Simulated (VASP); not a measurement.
# BaZnPF (P4/nmm) in VASP: single point with r2SCAN

Aim: the single point of BaZnPF with r2SCAN.

Everything below comes from runs of VASP 6.6.1. Logs are shortened: lines on timing, memory, paths and dates and some standing lists are left out, and cuts for length are marked.

## (1) The crystal as given

It takes space group P4/nmm (No. 129, tetragonal). The conventional cell has a = 4.206 Å, b = 4.206 Å, c = 9.570 Å, α = 90.00°, β = 90.00°, γ = 90.00°. Around Ba (site symmetry 4mm) lie 4 F at 2.65 Å. Around Zn (site symmetry -4m2) lie 4 P at 2.54 Å. P (site symmetry 4mm) has 4 Zn at 2.54 Å as nearest neighbours. Around F (site symmetry -4m2) lie 4 Ba at 2.65 Å and 4 F at 2.97 Å.

## (2) Single point, r2SCAN

File POSCAR:

```
BaZnPF
1.0
    4.2059274000      0.0000000000      0.0000000000
    0.0000000000      4.2059274000      0.0000000000
    0.0000000000      0.0000000000      9.5702622900
Ba Zn P F
2 2 2 2
Direct
    0.2500000000      0.2500000000      0.3317700000
    0.7500000000      0.7500000000      0.6682300000
    0.2500000000      0.7500000000      0.0000000000
    0.7500000000      0.2500000000      0.0000000000
    0.7500000000      0.7500000000      0.1491000000
    0.2500000000      0.2500000000      0.8509000000
    0.2500000000      0.7500000000      0.5000000000
    0.7500000000      0.2500000000      0.5000000000
```

File INCAR.step1:

```
PREC     = Accurate       # precision mode
ENCUT    = 520            # plane-wave cutoff, eV
ISMEAR   = -1             # smearing method
SIGMA    = 0.0231         # smearing width, eV
LREAL    = F              # projectors in reciprocal space
LASPH    = T              # aspherical terms in the spheres
NELM     = 100            # most SCF steps
NBANDS   = 44             # bands
GGA      = PE             # functional
ALGO     = Normal         # electronic algorithm
EDIFF    = 1E-4           # SCF threshold, eV
LWAVE    = T              # write WAVECAR
LCHARG   = F              # write CHGCAR
```

File INCAR.step2:

```
PREC     = Accurate       # precision mode
ENCUT    = 520            # plane-wave cutoff, eV
EDIFF    = 1E-6           # SCF threshold, eV
ISMEAR   = -1             # smearing method
SIGMA    = 0.0231         # smearing width, eV
LREAL    = F              # projectors in reciprocal space
LASPH    = T              # aspherical terms in the spheres
NELM     = 100            # most SCF steps
ALGO     = Normal         # electronic algorithm
ISIF     = 2              # what is computed and relaxed
LWAVE    = F              # write WAVECAR
LCHARG   = F              # write CHGCAR
METAGGA  = R2SCAN         # meta-GGA
LMIXTAU  = T            
NBANDS   = 44             # bands
ISTART   = 1
```

File KPOINTS:

```
Automatic mesh
0
Gamma
  6 6 3
```

Potentials or basis: VASP PAW PBE potentials, release 64 (Ba_sv, Zn, P, F).

Command:

```
> cat potpaw_PBE.64/Ba_sv/POTCAR potpaw_PBE.64/Zn/POTCAR potpaw_PBE.64/P/POTCAR potpaw_PBE.64/F/POTCAR > POTCAR
> cp INCAR.step1 INCAR
> mpirun -np 1 vasp_std > vasp.out
> cp INCAR.step2 INCAR
> mpirun -np 1 vasp_std > vasp.out
```

OUTCAR:

```text
PREC = Accurate
   ENCUT = 520
   EDIFF = 1E-6
   ISMEAR = -1
   LREAL = F
   LASPH = T
   NELM = 100
   ISIF = 2
   METAGGA = R2SCAN
   ISTART = 1

 ion  position               nearest neighbor table
   1  0.250  0.250  0.332-   7 2.65   8 2.65   7 2.65   8 2.65   5 3.45   5 3.45   5 3.45   5 3.45
                             4 3.81   3 3.81   4 3.81   3 3.81   2 4.38   2 4.38   2 4.38   2 4.38
   2  0.750  0.750  0.668-   7 2.65   8 2.65   8 2.65   7 2.65   6 3.45   6 3.45   6 3.45   6 3.45
                             3 3.81   4 3.81   4 3.81   3 3.81   1 4.38   1 4.38   1 4.38   1 4.38
   3  0.250  0.750  0.000-   5 2.54   6 2.54   6 2.54   5 2.54   4 2.97   4 2.97   4 2.97   4 2.97
                             2 3.81   1 3.81   2 3.81   1 3.81
   4  0.750  0.250  0.000-   5 2.54   6 2.54   5 2.54   6 2.54   3 2.97   3 2.97   3 2.97   3 2.97
                             1 3.81   2 3.81   2 3.81   1 3.81
   5  0.750  0.750  0.149-   3 2.54   4 2.54   4 2.54   3 2.54   1 3.45   1 3.45   1 3.45   1 3.45

   6  0.250  0.250  0.851-   3 2.54   4 2.54   3 2.54   4 2.54   2 3.45   2 3.45   2 3.45   2 3.45

   7  0.250  0.750  0.500-   1 2.65   2 2.65   1 2.65   2 2.65
   8  0.750  0.250  0.500-   1 2.65   2 2.65   2 2.65   1 2.65

  LATTYP: Found a simple tetragonal cell.
 ALAT       =     4.2059274000
 C/A-ratio  =     2.2754226072

  Lattice vectors:

 A1 = (   4.2059274000,   0.0000000000,   0.0000000000)
 A2 = (   0.0000000000,   4.2059274000,   0.0000000000)
 A3 = (   0.0000000000,   0.0000000000,   9.5702622900)

Analysis of symmetry for initial positions (statically):
=====================================================================
 Subroutine PRICEL returns:
 Original cell was already a primitive cell.

 Routine SETGRP: Setting up the symmetry group for a
 simple tetragonal supercell.

 Subroutine GETGRP returns: Found 16 space group operations
 (whereof  4 operations were pure point group operations)
 out of a pool of 16 trial point group operations.

The static configuration has the point symmetry C_2h.
 The point group associated with its full space group is D_4h.

Analysis of symmetry for dynamics (positions and initial velocities):
=====================================================================
 Subroutine PRICEL returns:
 Original cell was already a primitive cell.

 Routine SETGRP: Setting up the symmetry group for a
 simple tetragonal supercell.

 Subroutine GETGRP returns: Found 16 space group operations
 (whereof  4 operations were pure point group operations)
 out of a pool of 16 trial point group operations.

The dynamic configuration has the point symmetry C_2h.
 The point group associated with its full space group is D_4h.

 Subroutine INISYM returns: Found 16 space group operations
 (whereof  4 operations are pure point group operations),
 and found     1 'primitive' translations

----------------------------------------------------------------------------------------

                                     Primitive cell

  volume of cell :     169.2963

  direct lattice vectors                    reciprocal lattice vectors
     4.205927400  0.000000000  0.000000000     0.237759691  0.000000000  0.000000000
     0.000000000  4.205927400  0.000000000     0.000000000  0.237759691  0.000000000
     0.000000000  0.000000000  9.570262290     0.000000000  0.000000000  0.104490344

  length of vectors
     4.205927400  4.205927400  9.570262290     0.237759691  0.237759691  0.104490344

  position of ions in fractional coordinates (direct lattice)
     0.250000000  0.250000000  0.331770000
     0.750000000  0.750000000  0.668230000
     0.250000000  0.750000000  0.000000000
     0.750000000  0.250000000  0.000000000
     0.750000000  0.750000000  0.149100000
     0.250000000  0.250000000  0.850900000
     0.250000000  0.750000000  0.500000000
     0.750000000  0.250000000  0.500000000

  ion indices of the primitive-cell ions
   primitive index   ion index
                 1           1
                 2           2
                 3           3
                 4           4
                 5           5
                 6           6
                 7           7
                 8           8

----------------------------------------------------------------------------------------

 KPOINTS: Automatic mesh

Automatic generation of k-mesh.
 Grid dimensions read from file:
 generate k-points for:    6    6    3

 Generating k-lattice:

  Cartesian coordinates                     Fractional coordinates (reciprocal lattice)
     0.039626615  0.000000000  0.000000000     0.166666667  0.000000000  0.000000000
     0.000000000  0.039626615  0.000000000     0.000000000  0.166666667  0.000000000
     0.000000000  0.000000000  0.034830115     0.000000000  0.000000000  0.333333333

  Length of vectors
     0.039626615  0.039626615  0.034830115

  Shift w.r.t. Gamma in fractional coordinates (k-lattice)
     0.000000000  0.000000000  0.000000000

 Subroutine IBZKPT returns following result:
 ===========================================

 Found     20 irreducible k-points:

 Following reciprocal coordinates:
            Coordinates               Weight
  0.000000  0.000000  0.000000      1.000000
  0.166667  0.000000  0.000000      4.000000
  0.333333  0.000000  0.000000      4.000000
  0.500000  0.000000  0.000000      2.000000
  0.166667  0.166667  0.000000      4.000000
  0.333333  0.166667  0.000000      8.000000
[... 12 lines left out ...]
  0.500000  0.333333  0.333333      8.000000
  0.500000  0.500000  0.333333      2.000000
   k-points           NKPTS =     20   k-points in BZ     NKDIM =     20   number of bands    NBANDS=     44
   number of dos      NEDOS =    301   number of ions     NIONS =      8
   total plane-waves  NPLWV =  73728
   dimension x,y,z NGX =    32 NGY =   32 NGZ =   72
   dimension x,y,z NGXF=    64 NGYF=   64 NGZF=  144
   ions per type =               2   2   2   2
   NGX,Y,Z   is equivalent  to a cutoff of  12.65, 12.65, 12.51 a.u.
   NGXF,Y,Z  is equivalent  to a cutoff of  25.30, 25.30, 25.01 a.u.
 SYSTEM =  unknown system
   PREC   = accura    normal or accurate (medium, high low for compatibility)
   ISTART =      1    job   : 0-new  1-cont  2-samecut
   ICHARG =      0    charge: 1-file 2-atom 10-const
   ISPIN  =      1    spin polarized calculation?
   LNONCOLLINEAR =      F non collinear calculations
   LSORBIT =      F    spin-orbit coupling
   LASPH  =      T    aspherical Exc in radial PAW
   ENCUT  =  520.0 eV  38.22 Ry    6.18 a.u.   7.82  7.82 17.79*2*pi/ulx,y,z
   NELM   =    100;   NELMIN=  2; NELMDL=  0     # of ELM steps
   EDIFF  = 0.1E-05   stopping-criterion for ELM
   LREAL  =      F    real-space projection
   EDIFFG = 0.1E-04   stopping-criterion for IOM
   NSW    =      0    number of steps for IOM
   IBRION =     -1    ionic relax: 0-MD 1-quasi-New 2-CG
   NFREE  =      0    steps in history (QN), initial steepest desc. (CG)
   ISIF   =      2    stress and relaxation
   ISYM   =      2    0-nonsym 1-usesym 2-fastsym
   POTIM  = 0.5000    time-step for ionic-motion
   TEBEG  =    0.0;   TEEND  =   0.0 temperature during run
   PSTRESS=    0.0 pullay stress
   NELECT =      68.0000    total number of electrons
   NUPDOWN=      -1.0000    fix difference up-down
   EMIN   =  10.00;   EMAX   =-10.00  energy-range for DOS
   EFERMI =   0.00;   METHOD = LEGACY
   ISMEAR =    -1;   SIGMA  =   0.02  broadening in eV -4-tet -1-fermi 0-gaus
   EFERMI_NEDOS =   21; number of points for ismear=-14 and -15
   IALGO  =     38    algorithm
   IMIX   =      4    mixing-type and parameters
     AMIX     =   0.40;   BMIX     =  1.00
     AMIX_MAG =   1.60;   BMIX_MAG =  1.00
  volume/ion in A,a.u.               =      21.16       142.81
  Fermi-wavevector in a.u.,A,eV,Ry     =   1.207894  2.282588 19.850994  1.459007
  Thomas-Fermi vector in A             =   2.343518
   LORBIT       =      0    0 simple, 1 ext, 2 COOP (PROOUT), +10 PAW based schemes
   METAGGA = R2SCAN    functional components
   LHFCALC =     F    Hartree Fock is set to
   AEXX    =    0.0000 exact exchange contribution
   IVDW    =     0    specifies the selected vdW correction
   LEPSILON=     F    determine dielectric tensor
   LRPA    =     F    only Hartree local field effects (RPA)
 non-spin polarized calculation
  energy-cutoff  :      520.00
  volume of cell :      169.30
 maximum number of plane-waves:      4584
 NGX is ok and might be reduce to    32
   NGX = 15   NGY = 15   NGZ = 35

 number of electron      68.0000019 magnetization

 Free energy of the ion-electron system (eV)
  ---------------------------------------------------
  ext. energy  EPLUGINS =         0.00000000
  ---------------------------------------------------
  free energy    TOTEN  =      -111.39029665 eV

  energy without entropy =     -111.39029664  energy(sigma->0) =     -111.39029664

 E-fermi :   3.2221     XC(G=0): -10.1203

 val. band max:        2.8301551863   @ k =   0.0000   0.0000   0.0000
 cond. band min:       3.5757121332   @ k =   0.0000   0.0000   0.0000
 fundamental gap:      0.7455569469
 Fermi energy:         3.2221235827

 k-point     1 :       0.0000    0.0000    0.0000
  band No.  band energies     occupation
      1     -25.4788      2.00000
      2     -25.2745      2.00000
      3     -21.9798      2.00000
      4     -21.8969      2.00000
      5     -10.1615      2.00000
      6     -10.1203      2.00000
[... 36 lines left out ...]
     43       8.4464      0.00000
     44       8.5253      0.00000

 k-point     2 :       0.1667    0.0000    0.0000
  band No.  band energies     occupation
      1     -25.4481      2.00000
      2     -25.2696      2.00000
      3     -21.9924      2.00000
      4     -21.9229      2.00000
      5     -10.2699      2.00000
      6     -10.2194      2.00000
[... 838 lines left out ...]
 k-point    20 :       0.5000    0.5000    0.3333
  band No.  band energies     occupation
      1     -25.2292      2.00000
      2     -25.2292      2.00000
      3     -22.0960      2.00000
      4     -22.0960      2.00000
      5     -10.3910      2.00000
      6     -10.3910      2.00000
[... 36 lines left out ...]
     43      10.3783      0.00000
     44      10.3801      0.00000

------------------------ aborting loop because EDIFF is reached ----------------------------------------

  FORCE on cell =-STRESS in cart. coord.  units (eV):
  Direction    XX          YY          ZZ          XY          YZ          ZX
  --------------------------------------------------------------------------------------
  -------------------------------------------------------------------------------------
  Total       -2.1985394     -2.1985394     -1.8079114     -0.0000000      0.0000000      0.0000000
  in kB      -20.8064247    -20.8064247    -17.1096191     -0.0000000      0.0000000      0.0000000
  external PRESSURE =     -19.5741562 kB  Pullay stress =       0.0000000 kB

 VOLUME and BASIS-vectors are now :
 -----------------------------------------------------------------------------
  energy-cutoff  :      520.00
  volume of cell :      169.30
      direct lattice vectors                 reciprocal lattice vectors
     4.205927400  0.000000000  0.000000000     0.237759691  0.000000000  0.000000000
     0.000000000  4.205927400  0.000000000     0.000000000  0.237759691  0.000000000
     0.000000000  0.000000000  9.570262290     0.000000000  0.000000000  0.104490344

 POSITION                                       TOTAL-FORCE (eV/Angst)
 -----------------------------------------------------------------------------------
      1.05148      1.05148      3.17513         0.000000     -0.000000      0.037122
      3.15445      3.15445      6.39514         0.000000     -0.000000     -0.037122
      1.05148      3.15445      0.00000         0.000000      0.000000      0.000000
      3.15445      1.05148      0.00000        -0.000000      0.000000      0.000000
      3.15445      3.15445      1.42693         0.000000     -0.000000     -0.370882
      1.05148      1.05148      8.14334        -0.000000      0.000000      0.370882
      1.05148      3.15445      4.78513         0.000000     -0.000000      0.000000
      3.15445      1.05148      4.78513        -0.000000     -0.000000      0.000000
 -----------------------------------------------------------------------------------
    total drift:                                0.000000     -0.000000     -0.000000

  FREE ENERGIE OF THE ION-ELECTRON SYSTEM (eV)
  ---------------------------------------------------
  free  energy   TOTEN  =      -111.3902966467 eV

  energy  without entropy=     -111.3902966431  energy(sigma->0) =     -111.39029664
```

It took 5.4 min on 1 thread of Intel Xeon Platinum 8488C (Sapphire Rapids), shared host; peak memory 0.37 GiB.

What came out:

- Free energy: -111.3903 eV
- Pressure: -2.0 GPa
- Largest force: 0.371 eV/Å
- Band gap on the k mesh: 0.75 eV, direct

Forces on the atoms (eV/Å):
```
Ba   0.000  0.000  0.037
Ba   0.000  0.000 -0.037
Zn   0.000  0.000  0.000
Zn   0.000  0.000  0.000
P    0.000  0.000 -0.371
P    0.000  0.000  0.371
F    0.000  0.000  0.000
F    0.000  0.000  0.000
```

Caveat: the PAW data sets were made with another functional, which shifts forces and pressure a little; spin-orbit coupling is left out, which moves the levels of the heavy elements; an odd mesh through Γ misses points on the zone boundary, where band edges often lie.
